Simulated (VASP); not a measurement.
# Ti2RuC3 (I4/mmm) in VASP: single point with r2SCAN

Aim: the single point of Ti2RuC3 with r2SCAN.

Program: VASP 6.6.1. These are calculated values, not measurements. Logs are shortened: lines on timing, memory, paths and dates and some standing lists are left out, and cuts for length are marked.

### 1 The crystal as given

It takes space group I4/mmm (No. 139, tetragonal). The conventional cell has a = 3.056 Å, b = 3.056 Å, c = 12.897 Å, α = 90.00°, β = 90.00°, γ = 90.00°. Around Ti (site symmetry 4mm) lie 6 C at 2.14 to 2.16 Å. Ru (site symmetry 4/mmm) is surrounded by 6 C at 2.15 to 2.16 Å. Around C (site symmetry 4mm) lie 5 Ti at 2.14 to 2.16 Å and 1 Ru at 2.15 Å. Around C (site symmetry 4/mmm) lie 4 Ru at 2.16 Å and 2 Ti at 2.16 Å.

The cell was built by a generator and needn't be a form met in nature.

### 2 Single point, r2SCAN

Input file INCAR:

```
SYSTEM = Ti2RuC3
ALGO = Normal ; EDIFF = 1E-6
ENCUT = 520 ; ISIF = 2
ISMEAR = 0 ; KPAR = 8
LASPH = .TRUE. ; LCHARG = .FALSE.
LMIXTAU = .TRUE. ; LREAL = .FALSE.
LWAVE = .FALSE. ; METAGGA = R2SCAN
NBANDS = 34 ; NELM = 150
PREC = Accurate ; SIGMA = 0.1
```

Input file KPOINTS:

```
k-points
0
G
  14 14 14
  0 0 0
```

Input file POSCAR:

```
Ti2RuC3
1.0
   -1.5277700000      1.5277700000      6.4484500000
    1.5277700000     -1.5277700000      6.4484500000
    1.5277700000      1.5277700000     -6.4484500000
Ti Ru C
2 1 3
Direct
    0.6676550000      0.6676550000      0.0000000000
    0.3323450000      0.3323450000      0.0000000000
    0.0000000000      0.0000000000      0.0000000000
    0.8332790000      0.8332790000      0.0000000000
    0.1667210000      0.1667210000      0.0000000000
    0.5000000000      0.5000000000      0.0000000000
```

Potentials or basis: VASP PAW PBE potentials, release 64 (Ti_sv, Ru_pv, C).

Launch:

```bash
> cat potpaw_PBE.64/Ti_sv/POTCAR potpaw_PBE.64/Ru_pv/POTCAR potpaw_PBE.64/C/POTCAR > POTCAR
> mpirun -np 8 vasp_std > vasp.out
```

OUTCAR:

```text
SYSTEM = Ti2RuC3
   EDIFF = 1E-6
   ENCUT = 520
   ISIF = 2
   ISMEAR = 0
   LASPH = .TRUE.
   LREAL = .FALSE.
   METAGGA = R2SCAN
   NELM = 150
   PREC = Accurate

 ion  position               nearest neighbor table
   1  0.668  0.668  0.000-   4 2.14   5 2.16   5 2.16   5 2.16   5 2.16   6 2.16   3 3.06   3 3.06
                             3 3.06   3 3.06
   2  0.332  0.332  0.000-   5 2.14   4 2.16   4 2.16   4 2.16   4 2.16   6 2.16   3 3.06   3 3.06
                             3 3.06   3 3.06
   3  0.000  0.000  0.000-   4 2.15   5 2.15   6 2.16   6 2.16   6 2.16   6 2.16   1 3.06   2 3.06
                             1 3.06   2 3.06   1 3.06   2 3.06   2 3.06   1 3.06
   4  0.833  0.833  0.000-   1 2.14   3 2.15   2 2.16   2 2.16   2 2.16   2 2.16
   5  0.167  0.167  0.000-   2 2.14   3 2.15   1 2.16   1 2.16   1 2.16   1 2.16
   6  0.500  0.500  0.000-   3 2.16   3 2.16   3 2.16   3 2.16   2 2.16   1 2.16

  LATTYP: Found a body centered tetragonal cell.
 ALAT       =     3.0555400000
 C/A-ratio  =     4.2208251242

  Lattice vectors:

 A1 = (  -1.5277700000,   1.5277700000,   6.4484500000)
 A2 = (   1.5277700000,  -1.5277700000,   6.4484500000)
 A3 = (   1.5277700000,   1.5277700000,  -6.4484500000)

Analysis of symmetry for initial positions (statically):
=====================================================================
 Subroutine PRICEL returns:
 Original cell was already a primitive cell.

 Routine SETGRP: Setting up the symmetry group for a
 body centered tetragonal supercell.

 Subroutine GETGRP returns: Found 16 space group operations
 (whereof 16 operations were pure point group operations)
 out of a pool of 16 trial point group operations.

The static configuration has the point symmetry D_4h.

Analysis of symmetry for dynamics (positions and initial velocities):
=====================================================================
 Subroutine PRICEL returns:
 Original cell was already a primitive cell.

 Routine SETGRP: Setting up the symmetry group for a
 body centered tetragonal supercell.

 Subroutine GETGRP returns: Found 16 space group operations
 (whereof 16 operations were pure point group operations)
 out of a pool of 16 trial point group operations.

The dynamic configuration has the point symmetry D_4h.

 Subroutine INISYM returns: Found 16 space group operations
 (whereof 16 operations are pure point group operations),
 and found     1 'primitive' translations

[... 107 lines left out ...]
   NFREE  =      0    steps in history (QN), initial steepest desc. (CG)
   ISIF   =      2    stress and relaxation
   ISYM   =      2    0-nonsym 1-usesym 2-fastsym
   POTIM  = 0.5000    time-step for ionic-motion
   TEBEG  =    0.0;   TEEND  =   0.0 temperature during run
   PSTRESS=    0.0 pullay stress
   NELECT =      50.0000    total number of electrons
   NUPDOWN=      -1.0000    fix difference up-down
   EMIN   =  10.00;   EMAX   =-10.00  energy-range for DOS
   EFERMI =   0.00;   METHOD = LEGACY
   ISMEAR =     0;   SIGMA  =   0.10  broadening in eV -4-tet -1-fermi 0-gaus
   EFERMI_NEDOS =   21; number of points for ismear=-14 and -15
   IALGO  =     38    algorithm
   IMIX   =      4    mixing-type and parameters
     AMIX     =   0.40;   BMIX     =  1.00
     AMIX_MAG =   1.60;   BMIX_MAG =  1.00
  volume/ion in A,a.u.               =      10.03        67.71
  Fermi-wavevector in a.u.,A,eV,Ry     =   1.538820  2.907948 32.218134  2.367966
  Thomas-Fermi vector in A             =   2.645135
   LORBIT       =      0    0 simple, 1 ext, 2 COOP (PROOUT), +10 PAW based schemes
   METAGGA = R2SCAN    functional components
   LHFCALC =     F    Hartree Fock is set to
   AEXX    =    0.0000 exact exchange contribution
   IVDW    =     0    specifies the selected vdW correction
   LEPSILON=     F    determine dielectric tensor
   LRPA    =     F    only Hartree local field effects (RPA)
 non-spin polarized calculation
 Gauss-broadening in eV      SIGMA  =   0.10
  energy-cutoff  :      520.00
  volume of cell :       60.20
 maximum number of plane-waves:      1640
 NGX is ok and might be reduce to    54
   NGX = 25   NGY = 25   NGZ = 25

 number of electron      50.0000001 magnetization

 Free energy of the ion-electron system (eV)
  ---------------------------------------------------
  ext. energy  EPLUGINS =         0.00000000
  ---------------------------------------------------
  free energy    TOTEN  =       -83.32119028 eV

  energy without entropy =      -83.30747041  energy(sigma->0) =      -83.31433035

 E-fermi :  10.4885     XC(G=0): -14.0110

 val. band max:       10.4849928007   @ k =  -0.2857  -0.3571   0.0714
 cond. band min:      10.4886545923   @ k =   0.3571   0.3571   0.1429
 fundamental gap:      0.0036617916
 Fermi energy:        10.4884573589

 k-point     1 :       0.0000    0.0000    0.0000
  band No.  band energies     occupation
      1     -48.7100      2.00000
      2     -48.6528      2.00000
      3     -34.3345      2.00000
      4     -34.1697      2.00000
      5     -34.1697      2.00000
      6     -24.1405      2.00000
[... 877 lines left out ...]
     33      14.3299      0.00000
     34      15.1273      0.00000

 [... further k-points ...]

------------------------ aborting loop because EDIFF is reached ----------------------------------------

  FORCE on cell =-STRESS in cart. coord.  units (eV):
  Direction    XX          YY          ZZ          XY          YZ          ZX
  --------------------------------------------------------------------------------------
  -------------------------------------------------------------------------------------
  Total       -0.2594986     -0.2594986     -0.3184946      0.0000000      0.0000000      0.0000000
  in kB       -6.9058060     -6.9058060     -8.4758121      0.0000000      0.0000000      0.0000000
  external PRESSURE =      -7.4291414 kB  Pullay stress =       0.0000000 kB

 VOLUME and BASIS-vectors are now :
 -----------------------------------------------------------------------------
  energy-cutoff  :      520.00
  volume of cell :       60.20
      direct lattice vectors                 reciprocal lattice vectors
    -1.527770000  1.527770000  6.448450000     0.000000000  0.327274393  0.077538013
     1.527770000 -1.527770000  6.448450000     0.327274393  0.000000000  0.077538013
     1.527770000  1.527770000 -6.448450000     0.327274393  0.327274393  0.000000000

 POSITION                                       TOTAL-FORCE (eV/Angst)
 -----------------------------------------------------------------------------------
      0.00000      0.00000      8.61068        -0.000000     -0.000000     -0.063483
      0.00000      0.00000      4.28622         0.000000      0.000000      0.063483
      0.00000      0.00000      0.00000        -0.000000     -0.000000      0.000000
      0.00000      0.00000     10.74672         0.000000      0.000000     -0.026042
      0.00000      0.00000      2.15018         0.000000      0.000000      0.026042
      0.00000      0.00000      6.44845        -0.000000     -0.000000     -0.000000
 -----------------------------------------------------------------------------------
    total drift:                                0.000000      0.000000     -0.000000

  FREE ENERGIE OF THE ION-ELECTRON SYSTEM (eV)
  ---------------------------------------------------
  free  energy   TOTEN  =       -83.3211902843 eV

  energy  without entropy=      -83.3074704099  energy(sigma->0) =      -83.31433035
```

stdout:

```text
POSCAR found type information on POSCAR TiRuC
 POSCAR found :  3 types and       6 ions
 scaLAPACK will be used
 -----------------------------------------------------------------------------
|                                                                             |
|           W    W    AA    RRRRR   N    N  II  N    N   GGGG   !!!           |
|           W    W   A  A   R    R  NN   N  II  NN   N  G    G  !!!           |
|           W    W  A    A  R    R  N N  N  II  N N  N  G       !!!           |
[... 20 lines left out ...]
 -----------------------------------------------------------------------------

 LDA part: xc-table for (None), standard interpolation
 POSCAR, INCAR and KPOINTS ok, starting setup
 FFT: planning ... GRIDC
 FFT: planning ... GRID_SOFT
 FFT: planning ... GRID
 WAVECAR not read
 entering main loop
```

Wall time 29 min (8 MPI ranks of Intel Xeon Platinum 8488C (Sapphire Rapids), shared host); peak memory 0.75 GiB.

What came out:

- Free energy: -83.3212 eV
- Pressure: -0.7 GPa
- Largest force: 0.063 eV/Å
- Band gap on the k mesh: none (metal or under the smearing width)

Forces in eV/Å, atoms in the order of the input:
```
Ti   0.000  0.000 -0.063
Ti   0.000  0.000  0.063
Ru   0.000  0.000  0.000
C    0.000  0.000 -0.026
C    0.000  0.000  0.026
C    0.000  0.000  0.000
```

Caveat: the PAW data sets were made with another functional, which shifts forces and pressure a little.
